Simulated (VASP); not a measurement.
Output of a VASP run:

OUTCAR:
```
 ion  position               nearest neighbor table
   1  0.000  0.000  0.000-
  LATTYP: Found a face centered cubic cell.
 ALAT       =     4.1174310392
 Subroutine PRICEL returns:
 Original cell was already a primitive cell.
 Subroutine GETGRP returns: Found 48 space group operations
The static configuration has the point symmetry O_h .
The dynamic configuration has the point symmetry O_h .
 Subroutine INISYM returns: Found 48 space group operations
 Subroutine IBZKPT returns following result:
 Found    104 irreducible k-points:

 Following reciprocal coordinates:
            Coordinates               Weight
  0.000000  0.000000  0.000000      1.000000
  0.071429  0.000000  0.000000      8.000000
  0.142857  0.000000  0.000000      8.000000
  0.214286  0.000000  0.000000      8.000000
  0.285714  0.000000  0.000000      8.000000
  0.357143  0.000000  0.000000      8.000000
  0.428571  0.000000  0.000000      8.000000
  0.500000  0.000000  0.000000      4.000000
  0.071429  0.071429  0.000000      6.000000
  0.142857  0.071429  0.000000     24.000000
  0.214286  0.071429  0.000000     24.000000
  0.285714  0.071429  0.000000     24.000000
  0.357143  0.071429  0.000000     24.000000
  0.428571  0.071429  0.000000     24.000000
  0.500000  0.071429  0.000000     24.000000
 -0.428571  0.071429  0.000000     24.000000
 -0.357143  0.071429  0.000000     24.000000
 -0.285714  0.071429  0.000000     24.000000
 -0.214286  0.071429  0.000000     24.000000
 -0.142857  0.071429  0.000000     24.000000
 -0.071429  0.071429  0.000000     12.000000
  0.142857  0.142857  0.000000      6.000000
  0.214286  0.142857  0.000000     24.000000
  0.285714  0.142857  0.000000     24.000000
  0.357143  0.142857  0.000000     24.000000
  0.428571  0.142857  0.000000     24.000000
  0.500000  0.142857  0.000000     24.000000
 -0.428571  0.142857  0.000000     24.000000
 -0.357143  0.142857  0.000000     24.000000
 -0.285714  0.142857  0.000000     24.000000
 -0.214286  0.142857  0.000000     24.000000
 -0.142857  0.142857  0.000000     12.000000
  0.214286  0.214286  0.000000      6.000000
  0.285714  0.214286  0.000000     24.000000
  0.357143  0.214286  0.000000     24.000000
  0.428571  0.214286  0.000000     24.000000
  0.500000  0.214286  0.000000     24.000000
 -0.428571  0.214286  0.000000     24.000000
 -0.357143  0.214286  0.000000     24.000000
 -0.285714  0.214286  0.000000     24.000000
   k-points           NKPTS =    104   k-points in BZ     NKDIM =    104   number of bands    NBANDS=      9
   number of dos      NEDOS =    301   number of ions     NIONS =      1
   total plane-waves  NPLWV =  13824
   dimension x,y,z NGX =    24 NGY =   24 NGZ =   24
   dimension x,y,z NGXF=    48 NGYF=   48 NGZF=   48
   ions per type =               1
   PREC   = accura    normal or accurate (medium, high low for compatibility)
   ISTART =      0    job   : 0-new  1-cont  2-samecut
   ICHARG =      2    charge: 1-file 2-atom 10-const
   ISPIN  =      1    spin polarized calculation?
   LNONCOLLINEAR =      F non collinear calculations
   LSORBIT =      F    spin-orbit coupling
   INIWAV =      1    electr: 0-lowe 1-rand  2-diag
   ENCUT  =  520.0 eV  38.22 Ry    6.18 a.u.   5.41  5.41  5.41*2*pi/ulx,y,z
   NELM   =    100;   NELMIN=  2; NELMDL= -5     # of ELM steps
   EDIFF  = 0.1E-05   stopping-criterion for ELM
   LREAL  =      F    real-space projection
   NLSPLINE    = F    spline interpolate recip. space projectors
   LMAXMIX     =    6 max onsite mixed and CHGCAR
   VOSKOWN=      0    Vosko Wilk Nusair interpolation
   EDIFFG = -.1E-01   stopping-criterion for IOM
   NSW    =     60    number of steps for IOM
   NBLOCK =      1;   KBLOCK =     60    inner block; outer block
   IBRION =      2    ionic relax: 0-MD 1-quasi-New 2-CG
   NFREE  =      1    steps in history (QN), initial steepest desc. (CG)
...
```

**OSZICAR**
```
...
DAV:   3    -0.202962027585E+01   -0.64848E+00   -0.64662E+00  2512   0.306E+01
DAV:   4    -0.203287981893E+01   -0.32595E-02   -0.32594E-02  2294   0.205E+00
DAV:   5    -0.203293142754E+01   -0.51609E-04   -0.51608E-04  2360   0.239E-01    0.113E+01
DAV:   6    -0.341712424720E+01   -0.13842E+01   -0.76838E+00  1872   0.429E+01    0.476E+00
DAV:   7    -0.296981767357E+01    0.44731E+00   -0.80560E-01  2052   0.104E+01    0.339E+00
DAV:   8    -0.355438556831E+01   -0.58457E+00   -0.65603E-01  1879   0.108E+01    0.430E+00
DAV:   9    -0.351065945548E+01    0.43726E-01   -0.66643E-03  2139   0.908E-01    0.443E+00
DAV:  10    -0.353064978216E+01   -0.19990E-01   -0.68259E-01  1884   0.137E+01    0.704E-01
DAV:  11    -0.354317153016E+01   -0.12522E-01   -0.13072E-02  2051   0.126E+00    0.607E-01
DAV:  12    -0.353791012478E+01    0.52614E-02   -0.11759E-02  1908   0.115E+00    0.402E-01
DAV:  13    -0.353602020463E+01    0.18899E-02   -0.24812E-03  2048   0.474E-01    0.301E-01
DAV:  14    -0.353616334655E+01   -0.14314E-03   -0.35668E-05  2006   0.710E-02    0.315E-01
DAV:  15    -0.353545656156E+01    0.70678E-03   -0.95698E-04  1897   0.309E-01    0.225E-01
DAV:  16    -0.353506612638E+01    0.39044E-03   -0.10991E-03  1999   0.333E-01    0.470E-02
DAV:  17    -0.353502411519E+01    0.42011E-04   -0.13704E-04  1911   0.108E-01    0.120E-02
DAV:  18    -0.353503220977E+01   -0.80946E-05   -0.10725E-05  1882   0.312E-02    0.159E-02
DAV:  19    -0.353502557037E+01    0.66394E-05   -0.94685E-06  1903   0.281E-02    0.804E-03
DAV:  20    -0.353502613630E+01   -0.56592E-06   -0.74211E-07   965   0.107E-02
   1 F= -.35350261E+01 E0= -.35352007E+01  d E =-.353503E+01
       N       E                     dE             d eps       ncg     rms          rms(c)
DAV:   1    -0.353675823049E+01   -0.17327E-02   -0.40714E-02  1900   0.228E+00    0.265E-01
DAV:   2    -0.353496616094E+01    0.17921E-02   -0.56943E-03  1887   0.751E-01    0.112E-01
DAV:   3    -0.353488797438E+01    0.78187E-04   -0.59762E-04  1901   0.203E-01    0.770E-02
DAV:   4    -0.353484767412E+01    0.40300E-04   -0.99854E-05  1945   0.972E-02    0.140E-02
DAV:   5    -0.353489584633E+01   -0.48172E-04   -0.44485E-05  1895   0.670E-02    0.115E-03
DAV:   6    -0.353489601565E+01   -0.16931E-06   -0.40168E-07  1195   0.748E-03
   2 F= -.35348960E+01 E0= -.35350618E+01  d E =0.130121E-03
       N       E                     dE             d eps       ncg     rms          rms(c)
DAV:   1    -0.353624573691E+01   -0.13499E-02   -0.27329E-02  1901   0.187E+00    0.214E-01
DAV:   2    -0.353508133137E+01    0.11644E-02   -0.36825E-03  1887   0.604E-01    0.925E-02
DAV:   3    -0.353502437680E+01    0.56955E-04   -0.38716E-04  1902   0.163E-01    0.634E-02
DAV:   4    -0.353499940899E+01    0.24968E-04   -0.59697E-05  1947   0.746E-02    0.124E-02
DAV:   5    -0.353502304734E+01   -0.23638E-04   -0.26286E-05  1896   0.510E-02    0.850E-04
DAV:   6    -0.353502378220E+01   -0.73486E-06   -0.25501E-07  1054   0.594E-03
   3 F= -.35350238E+01 E0= -.35351970E+01  d E =0.235409E-05
       N       E                     dE             d eps       ncg     rms          rms(c)
DAV:   1    -0.353502925314E+01   -0.62058E-05   -0.97395E-05  1907   0.112E-01    0.126E-02
DAV:   2    -0.353502567877E+01    0.35744E-05   -0.12116E-05  1803   0.355E-02    0.541E-03
DAV:   3    -0.353502520529E+01    0.47348E-06   -0.18281E-06   936   0.116E-02
   4 F= -.35350252E+01 E0= -.35351990E+01  d E =0.931003E-06
```

OUTCAR:
```
------------------------ aborting loop because EDIFF is reached ----------------------------------------
  FORCE on cell =-STRESS in cart. coord.  units (eV):
  Direction    XX          YY          ZZ          XY          YZ          ZX
  --------------------------------------------------------------------------------------
  Total        0.0043154      0.0043154      0.0043154     -0.0000000      0.0000000      0.0000000
  in kB        0.3964144      0.3964144      0.3964144     -0.0000000      0.0000000      0.0000000
  external PRESSURE =       0.3964144 kB  Pullay stress =       0.0000000 kB
  volume of cell :       17.44
      direct lattice vectors                 reciprocal lattice vectors
     0.000000000  2.058334327  2.058334327    -0.242914862  0.242914862  0.242914862
     2.058334327  0.000000000  2.058334327     0.242914862 -0.242914862  0.242914862
     2.058334327  2.058334327 -0.000000000     0.242914862  0.242914862 -0.242914862
 POSITION                                       TOTAL-FORCE (eV/Angst)
 -----------------------------------------------------------------------------------
      0.00000      0.00000      0.00000         0.000000      0.000000      0.000000
 -----------------------------------------------------------------------------------
    total drift:                                0.000000      0.000000     -0.000000
  FREE ENERGIE OF THE ION-ELECTRON SYSTEM (eV)
  ---------------------------------------------------
  free  energy   TOTEN  =        -3.5350252053 eV

  energy  without entropy=       -3.5355464416  energy(sigma->0) =       -3.53519895

 reached required accuracy - stopping structural energy minimisation
```
(Selected blocks of OUTCAR.)

File POSCAR:
```
Au
1
   -0.0000000000     2.0587155196     2.0587155196
    2.0587155196     0.0000000000     2.0587155196
    2.0587155196     2.0587155196    -0.0000000000
Au
1
Direct
  0.0000000000   0.0000000000   0.0000000000
```

Task: Reconstruct the remaining input files.

Result: This is not unique; one that fits is the input of the run itself, TPSS meta-GGA, plane waves, VASP's PBE PAW potentials (set 64).

### KPOINTS
```
K-points
0
gamma
 14 14 14
0 0 0
```

**INCAR**
```
SYSTEM = Au
PREC = Accurate
ENCUT = 520
EDIFF = 1E-6
NELM = 100
ALGO = Normal
LREAL = .FALSE.
LASPH = .TRUE.
ISMEAR = 1
SIGMA = 0.1
METAGGA = TPSS
LMIXTAU = .TRUE.
LMAXMIX = 6
LWAVE = .FALSE.
LCHARG = .FALSE.
IBRION = 2
ISIF = 3
NSW = 60
EDIFFG = -0.01
```

POTCAR, in this order: Au (PBE.64 set). Program: vasp_std.

The compound is Au in the fcc structure. This run relaxes it. Symmetry was kept, so distortions that lower it aren't found. The start is the result of an earlier pass.
